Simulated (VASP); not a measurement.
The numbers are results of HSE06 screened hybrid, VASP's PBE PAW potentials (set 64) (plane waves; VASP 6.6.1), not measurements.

The input files of a VASP run:

### KPOINTS
```
Automatic
0
Gamma
 1 1 1
0 0 0
```

### POSCAR
```
SnC63
1
    7.1465551590     0.0000000000     0.0000000000
    0.0000000000     7.1465551590     0.0000000000
    0.0000000000     0.0000000000     7.1465551590
C Sn
63 1
Direct
  0.5000953051   0.9996067359   0.9996814626
  0.6243841696   0.1201716948   0.1202828903
  0.7505902496   0.2490658655   0.9984498437
  0.8794973119   0.3752869065   0.1202737153
  0.7505623651   0.9983385698   0.2492030199
  0.8794791303   0.1201954052   0.3754076244
  0.0000725558   0.9995434677   0.9996785408
  0.1254218876   0.1249504712   0.1250781533
  0.2495744819   0.2490452658   0.0009900208
  0.3753156789   0.3748393034   0.1237772009
  0.5000877822   0.4995561346   0.9997202072
  0.6248117373   0.6243350422   0.1237272055
  0.7506051948   0.7500929940   0.0009566357
  0.8746913027   0.8742141327   0.1250770637
  0.2495571240   0.0008873761   0.2491802227
  0.3753362107   0.1236650847   0.3749704991
  0.5041179399   0.2423780474   0.2424909127
  0.6527550238   0.3469709820   0.3470388320
  0.7573245178   0.4955809253   0.2424558107
  0.8760209053   0.6243319669   0.3749955027
  0.5000825011   0.9995823230   0.4996827343
  0.6248100435   0.1236595642   0.6244259195
  0.7572956607   0.2423986408   0.4956852256
  0.8760204480   0.3748604021   0.6244730859
  0.7505913987   0.0008623631   0.7501795022
  0.8747080524   0.1249401354   0.8743246198
  0.0000615084   0.4995560425   0.9996792381
  0.1206057440   0.6238911457   0.1202298426
  0.2495596969   0.7500860075   0.9984078339
  0.3757536734   0.8790589617   0.1202168669
  0.0013316019   0.2491040350   0.2492121418
  0.1241265636   0.3748610078   0.3749719728
  0.2427938575   0.5036532596   0.2424296901
  0.3473131586   0.6523632050   0.3468955890
  0.4959992662   0.7568733450   0.2423822489
  0.6248014187   0.8755335010   0.3749437155
  0.0000665356   0.9996092497   0.4996678312
  0.1206710087   0.1201667238   0.6239889662
  0.2428679309   0.2423789580   0.5037596362
  0.3474211485   0.3469235273   0.6524226873
  0.6527697574   0.6522918582   0.6524451498
  0.7572983399   0.7568281198   0.5037572808
  0.8795105617   0.8790247407   0.6239787341
  0.2495958780   0.9983213305   0.7501626335
  0.3757878792   0.1201634765   0.8791051330
  0.4960487227   0.2423678512   0.7569278887
  0.6248396328   0.3748360821   0.8756778747
  0.7573163612   0.5036388918   0.7569603122
  0.8795331577   0.6238866669   0.8791072086
  0.9987856673   0.7501004260   0.2491921559
  0.1206235474   0.8790390463   0.3753665190
  0.0000872190   0.4995840135   0.4997203055
  0.1241602545   0.6243054184   0.6244419590
  0.2428181070   0.7568527751   0.4956131104
  0.3753561761   0.8755372625   0.6244249172
  0.9988165642   0.2490639666   0.7502118797
  0.1206606885   0.3752321907   0.8791409840
  0.2428543947   0.4955173984   0.7569784206
  0.3753401914   0.6243080415   0.8756879772
  0.5041164635   0.7568278724   0.7569882580
  0.6243975720   0.8790276716   0.8791219059
  0.0013615998   0.7500860990   0.7501580933
  0.1254645021   0.8742005860   0.8742742992
  0.5000116701   0.4996674444   0.4996102879
```

**INCAR**
```
SIGMA = 0.05   # width (eV)
ENCUT = 400
ALGO = Normal   # blocked Davidson
NELMIN = 4
LWAVE = .FALSE.
PREC = Normal
LMAXMIX = 4   # l cut-off of mixed one-centre charges
LREAL = Auto   # projection in real space or not
EDIFF = 1E-5   # SCF stop (eV)
ISIF = 0
NELM = 50   # most electronic steps
SYSTEM = SnC63
GGA = PE   # PBE
PRECFOCK = Fast
HFSCREEN = 0.2
ISYM = 0
LHFCALC = .TRUE.
ISMEAR = 0   # Gaussian
LASPH = .TRUE.
AEXX = 0.25
LCHARG = .FALSE.
```

POTCAR, in this order: C Sn (PBE.64 set). Program: vasp_gam. Read from the step before: WAVECAR.

Output of the run:

### OUTCAR
```
 ion  position               nearest neighbor table
   1  0.500  1.000  1.000-  30 1.51  45 1.51  61 1.51   2 1.51
   2  0.624  0.120  0.120-  17 1.50   1 1.51   5 1.56   3 1.56
   3  0.751  0.249  0.998-  26 1.54  47 1.54   2 1.56   4 1.56
   4  0.879  0.375  0.120-  19 1.50  27 1.51   3 1.56  31 1.56
   5  0.751  0.998  0.249-  14 1.54  36 1.54   2 1.56   6 1.56
   6  0.879  0.120  0.375-  23 1.50  37 1.51  31 1.56   5 1.56
   7  0.000  1.000  1.000-  14 1.55  26 1.55  63 1.55   8 1.55
   8  0.125  0.125  0.125-  15 1.54   9 1.54  31 1.54   7 1.55
   9  0.250  0.249  0.001-   8 1.54  10 1.54  57 1.56  45 1.56
  10  0.375  0.375  0.124-  11 1.54   9 1.54  17 1.57  33 1.57
  11  0.500  0.500  1.000-  12 1.54  47 1.54  59 1.54  10 1.54
  12  0.625  0.624  0.124-  11 1.54  13 1.54  19 1.57  35 1.57
  13  0.751  0.750  0.001-  14 1.54  12 1.54  61 1.56  49 1.56
  14  0.875  0.874  0.125-  50 1.54  13 1.54   5 1.54   7 1.55
  15  0.250  0.001  0.249-   8 1.54  16 1.54  51 1.56  30 1.56
  16  0.375  0.124  0.375-  21 1.54  15 1.54  39 1.57  17 1.57
  17  0.504  0.242  0.242-  18 1.50   2 1.50  16 1.57  10 1.57  64 2.60
  18  0.653  0.347  0.347-  19 1.50  23 1.50  17 1.50  64 1.89
  19  0.757  0.496  0.242-  18 1.50   4 1.50  20 1.57  12 1.57  64 2.60
  20  0.876  0.624  0.375-  52 1.54  50 1.54  42 1.57  19 1.57
  21  0.500  1.000  0.500-  36 1.54  55 1.54  16 1.54  22 1.54
  22  0.625  0.124  0.624-  21 1.54  25 1.54  23 1.57  46 1.57
  23  0.757  0.242  0.496-  18 1.50   6 1.50  22 1.57  24 1.57  64 2.60
  24  0.876  0.375  0.624-  52 1.54  56 1.54  48 1.57  23 1.57
  25  0.751  0.001  0.750-  26 1.54  22 1.54  43 1.56  61 1.56
  26  0.875  0.125  0.874-  25 1.54  56 1.54   3 1.54   7 1.55
  27  0.000  0.500  1.000-   4 1.51  28 1.51  49 1.51  57 1.51
  28  0.121  0.624  0.120-  33 1.50  27 1.51  29 1.56  50 1.56
  29  0.250  0.750  0.998-  63 1.54  59 1.54  28 1.56  30 1.56
  30  0.376  0.879  0.120-  35 1.50   1 1.51  29 1.56  15 1.56
  31  0.001  0.249  0.249-   8 1.54  32 1.54   6 1.56   4 1.56
  32  0.124  0.375  0.375-  52 1.54  31 1.54  33 1.57  39 1.57
  33  0.243  0.504  0.242-  34 1.50  28 1.50  10 1.57  32 1.57  64 2.60
  34  0.347  0.652  0.347-  33 1.50  35 1.50  54 1.50  64 1.89
  35  0.496  0.757  0.242-  34 1.50  30 1.50  12 1.57  36 1.57  64 2.60
  36  0.625  0.876  0.375-  21 1.54   5 1.54  42 1.57  35 1.57
  37  0.000  1.000  0.500-  51 1.51   6 1.51  43 1.51  38 1.51
  38  0.121  0.120  0.624-  39 1.50  37 1.51  44 1.56  56 1.56
  39  0.243  0.242  0.504-  40 1.50  38 1.50  16 1.57  32 1.57  64 2.60
  40  0.347  0.347  0.652-  46 1.50  58 1.50  39 1.50  64 1.89
  41  0.653  0.652  0.652-  48 1.50  60 1.50  42 1.50  64 1.89
  42  0.757  0.757  0.504-  41 1.50  43 1.50  20 1.57  36 1.57  64 2.60
  43  0.880  0.879  0.624-  42 1.50  37 1.51  25 1.56  62 1.56
  44  0.250  0.998  0.750-  63 1.54  55 1.54  38 1.56  45 1.56
  45  0.376  0.120  0.879-  46 1.50   1 1.51  44 1.56   9 1.56
  46  0.496  0.242  0.757-  40 1.50  45 1.50  22 1.57  47 1.57  64 2.60
  47  0.625  0.375  0.876-  11 1.54   3 1.54  48 1.57  46 1.57
  48  0.757  0.504  0.757-  41 1.50  49 1.50  24 1.57  47 1.57  64 2.60
  49  0.880  0.624  0.879-  48 1.50  27 1.51  62 1.56  13 1.56
  50  0.999  0.750  0.249-  14 1.54  20 1.54  51 1.56  28 1.56
  51  0.121  0.879  0.375-  54 1.50  37 1.51  50 1.56  15 1.56
  52  0.000  0.500  0.500-  32 1.54  53 1.54  20 1.54  24 1.54
  53  0.124  0.624  0.624-  52 1.54  62 1.54  58 1.57  54 1.57
  54  0.243  0.757  0.496-  34 1.50  51 1.50  55 1.57  53 1.57  64 2.60
  55  0.375  0.876  0.624-  21 1.54  44 1.54  60 1.57  54 1.57
  56  0.999  0.249  0.750-  26 1.54  24 1.54  57 1.56  38 1.56
  57  0.121  0.375  0.879-  58 1.50  27 1.51  56 1.56   9 1.56
  58  0.243  0.496  0.757-  40 1.50  57 1.50  59 1.57  53 1.57  64 2.60
  59  0.375  0.624  0.876-  11 1.54  29 1.54  58 1.57  60 1.57
  60  0.504  0.757  0.757-  41 1.50  61 1.50  59 1.57  55 1.57  64 2.60
  61  0.624  0.879  0.879-  60 1.50   1 1.51  25 1.56  13 1.56
  62  0.001  0.750  0.750-  63 1.54  53 1.54  43 1.56  49 1.56
  63  0.125  0.874  0.874-  62 1.54  29 1.54  44 1.54   7 1.55
  64  0.500  0.500  0.500-  18 1.89  34 1.89  40 1.89  41 1.89  54 2.60  33 2.60  17 2.60  35 2.60
                            39 2.60  42 2.60  19 2.60  58 2.60  60 2.60  23 2.60  46 2.60  48 2.60
 Subroutine IBZKPT returns following result:
 Found      1 irreducible k-points:

 Following reciprocal coordinates:
            Coordinates               Weight
  0.000000  0.000000  0.000000      1.000000
 Subroutine IBZKPT_HF returns following result:
   k-points           NKPTS =      1   k-points in BZ     NKDIM =      1   number of bands    NBANDS=    161
   number of dos      NEDOS =    301   number of ions     NIONS =     64
...
```

**OSZICAR**
```
       N       E                     dE             d eps       ncg     rms          rms(c)
DAV:   1    -0.651697513659E+03   -0.65170E+03   -0.85758E+00   322   0.810E+00    0.407E+00
DAV:   2    -0.651723556906E+03   -0.26043E-01   -0.13292E-01   363   0.888E-01    0.250E+00
DAV:   3    -0.651706482695E+03    0.17074E-01   -0.13834E-02   372   0.310E-01    0.137E+00
DAV:   4    -0.651701606683E+03    0.48760E-02   -0.42929E-03   364   0.176E-01    0.729E-01
DAV:   5    -0.651700247674E+03    0.13590E-02   -0.98860E-04   364   0.858E-02    0.394E-01
DAV:   6    -0.651699843785E+03    0.40389E-03   -0.23437E-04   347   0.434E-02    0.214E-01
DAV:   7    -0.651699721257E+03    0.12253E-03   -0.63454E-05   355   0.233E-02    0.116E-01
DAV:   8    -0.651699684161E+03    0.37096E-04   -0.16225E-05   228   0.123E-02    0.646E-02
DAV:   9    -0.651699673180E+03    0.10982E-04   -0.63298E-06   211   0.819E-03    0.342E-02
DAV:  10    -0.651699670260E+03    0.29196E-05   -0.17145E-06   204   0.401E-03
   1 F= -.65169967E+03 E0= -.65169967E+03  d E =-.527586E-21
```

**OUTCAR**
```
------------------------ aborting loop because EDIFF is reached ----------------------------------------
  volume of cell :      365.00
      direct lattice vectors                 reciprocal lattice vectors
     7.146555159  0.000000000  0.000000000     0.139927556  0.000000000  0.000000000
     0.000000000  7.146555159  0.000000000     0.000000000  0.139927556  0.000000000
     0.000000000  0.000000000  7.146555159     0.000000000  0.000000000  0.139927556
 POSITION                                       TOTAL-FORCE (eV/Angst)
 -----------------------------------------------------------------------------------
      3.57396      7.14374      7.14428        -0.000843     -0.000932     -0.003419
      4.46220      0.85881      0.85961        -0.023244      0.017612      0.019286
      5.36413      1.77996      7.13548        -0.002768      0.003509      0.010644
      6.28538      2.68201      0.85954        -0.017413      0.022217      0.017876
      5.36394      7.13468      1.78094         0.001105      0.009384     -0.000813
      6.28525      0.85898      2.68287        -0.017402      0.016075      0.019641
      0.00052      7.14329      7.14426         0.001446      0.004341      0.000874
      0.89633      0.89297      0.89388         0.002778      0.004424      0.000259
      1.78360      1.77982      0.00708         0.000615      0.004771     -0.014980
      2.68221      2.67881      0.88458         0.011096      0.011213     -0.002816
      3.57390      3.57011      7.14456        -0.002451      0.000586     -0.002136
      4.46525      4.46184      0.88422        -0.006925     -0.005794      0.000493
      5.36424      5.36058      0.00684        -0.003044     -0.000409     -0.010022
      6.25103      6.24762      0.89387        -0.000551      0.002021      0.001183
      1.78347      0.00634      1.78078         0.002680     -0.012664      0.000952
      2.68236      0.88378      2.67975         0.008826     -0.001379      0.007863
      3.60271      1.73217      1.73297         0.021115     -0.021874     -0.022778
      4.66495      2.47965      2.48013        -0.219693      0.214784      0.219160
      5.41226      3.54170      1.73272         0.016197     -0.024578     -0.016103
      6.26053      4.46182      2.67993         0.001214     -0.003786      0.002182
      3.57387      7.14357      3.57101         0.000337      0.000568      0.000579
      4.46524      0.88374      4.46249        -0.007036     -0.004191     -0.006951
      5.41206      1.73232      3.54244         0.021083     -0.023536     -0.024108
      6.26053      2.67896      4.46283         0.001686      0.008692     -0.009268
      5.36414      0.00616      5.36120        -0.001011     -0.008821      0.002093
      6.25115      0.89289      6.24841        -0.000675      0.004051      0.001853
      0.00044      3.57010      7.14426         0.004354     -0.000045     -0.001990
      0.86192      4.45867      0.85923         0.022504     -0.021441      0.021745
      1.78349      5.36053      7.13518         0.000092      0.000788      0.011801
      2.68534      6.28224      0.85914         0.022792     -0.020241      0.019744
      0.00952      1.78024      1.78101        -0.011135     -0.000965     -0.001399
      0.88708      2.67896      2.67976        -0.000118      0.011135      0.008125
      1.73514      3.59939      1.73254        -0.019127      0.020372     -0.019023
      2.48209      4.66215      2.47911         0.236385     -0.235158      0.242160
      3.54469      5.40904      1.73220        -0.016974      0.015016     -0.013165
      4.46518      6.25705      2.67956        -0.008227      0.004772      0.009125
      0.00048      7.14376      3.57090         0.001885     -0.001118      0.002544
      0.86238      0.85878      4.45937         0.015014      0.015427     -0.022393
      1.73567      1.73217      3.60015        -0.025367     -0.021710      0.020797
      2.48286      2.47931      4.66257         0.226771      0.231295     -0.236157
      4.66506      4.66164      4.66274        -0.238619     -0.235076     -0.240761
      5.41207      5.40871      3.60013         0.021144      0.020372      0.019520
      6.28547      6.28200      4.45930        -0.016965     -0.018578     -0.022075
      1.78375      7.13456      5.36108        -0.002376      0.011944      0.003515
      2.68559      0.85875      6.28257         0.022444      0.015799     -0.016120
      3.54504      1.73210      5.40943        -0.020119     -0.023099      0.023410
      4.46545      2.67879      6.25808        -0.011688      0.011303     -0.004090
      5.41220      3.59928      5.40966         0.019492      0.018603      0.018563
      6.28563      4.45864      6.28259        -0.022040     -0.021616     -0.017398
      7.13788      5.36063      1.78087         0.011535     -0.002091     -0.000584
      0.86204      6.28210      2.68258         0.019126     -0.018175      0.021444
      0.00062      3.57030      3.57128        -0.000319     -0.002610     -0.001413
      0.88732      4.46163      4.46261        -0.005568     -0.001034     -0.009399
      1.73531      5.40889      3.54193        -0.018072      0.017532     -0.015567
      2.68250      6.25708      4.46249         0.003756      0.001267     -0.005703
      7.13810      1.77995      5.36143         0.010964      0.001100     -0.001829
      0.86231      2.68162      6.28283         0.014937      0.026466     -0.017801
      1.73557      3.54124      5.40979        -0.020443     -0.016200      0.015554
      2.68239      4.46165      6.25815         0.007931     -0.004343     -0.002958
      3.60270      5.40871      5.40986         0.020929      0.018588      0.011668
      4.46229      6.28202      6.28269        -0.021730     -0.019201     -0.016427
      0.00973      5.36053      5.36105        -0.009789     -0.001946      0.006333
      0.89664      6.24752      6.24805        -0.001293      0.002873      0.006124
      3.57336      3.57090      3.57049         0.000791      0.003706      0.012535
 -----------------------------------------------------------------------------------
    total drift:                               -0.009737      0.029389      0.016981
  FREE ENERGIE OF THE ION-ELECTRON SYSTEM (eV)
  ---------------------------------------------------
  free  energy   TOTEN  =      -651.6996702601 eV

  energy  without entropy=     -651.6996702601  energy(sigma->0) =     -651.69967026

  exchange ACFDT corr.  =         0.00000000  see jH, gK, PRB 81, 115126
```
(Selected blocks of OUTCAR.)

OUTCAR:
```
 val. band max:        9.8981137773   @ k =   0.0000   0.0000   0.0000

 cond. band min:      14.7709977005   @ k =   0.0000   0.0000   0.0000


 Fermi energy:        10.2383091280

 k-point     1 :       0.0000    0.0000    0.0000
  band No.  band energies     occupation
      1     -14.2073      2.00000
      2     -11.8486      2.00000
      3     -11.8484      2.00000
      4     -11.7834      2.00000
      5     -11.7831      2.00000
      6     -11.7829      2.00000
      7     -11.3406      2.00000
      8      -9.4969      2.00000
      9      -9.4968      2.00000
     10      -9.4940      2.00000
     11      -9.4937      2.00000
     12      -9.4934      2.00000
     13      -9.4669      2.00000
     14      -9.4667      2.00000
     15      -9.4666      2.00000
     16      -9.1616      2.00000
     17      -9.1614      2.00000
     18      -9.1612      2.00000
     19      -8.7430      2.00000
     20      -7.9397      2.00000
     21      -7.9395      2.00000
     22      -7.9391      2.00000
     23      -7.5577      2.00000
     24      -5.2673      2.00000
     25      -5.2369      2.00000
     26      -5.2368      2.00000
     27      -5.2366      2.00000
     28      -4.7478      2.00000
     29      -4.7476      2.00000
     30      -4.7091      2.00000
     31      -4.7089      2.00000
     32      -4.7087      2.00000
     33      -4.6181      2.00000
     34      -4.1441      2.00000
     35      -4.1439      2.00000
     36      -4.1437      2.00000
     37      -4.0836      2.00000
     38      -4.0834      2.00000
     39      -3.7319      2.00000
     40      -3.7319      2.00000
     41      -3.7317      2.00000
     42      -3.6730      2.00000
     43      -3.6728      2.00000
     44      -3.6723      2.00000
     45      -2.1209      2.00000
     46      -0.5728      2.00000
     47      -0.5724      2.00000
     48      -0.5723      2.00000
     49      -0.4218      2.00000
     50      -0.4215      2.00000
     51      -0.4214      2.00000
...
```

The supercell is sampled at Γ alone, which is coarse: total energies, pressure and levels can be off, energies of defects by several tenths of an eV. Unless said otherwise, spin-orbit coupling is left out, though it shifts the bands of the heavy elements here.

The cell is a supercell with a defect, built from C (diamond): Sn_C. The cell's shape comes from a PBE relaxation. The run is not spin-polarised, so no state with unpaired spins was tried.
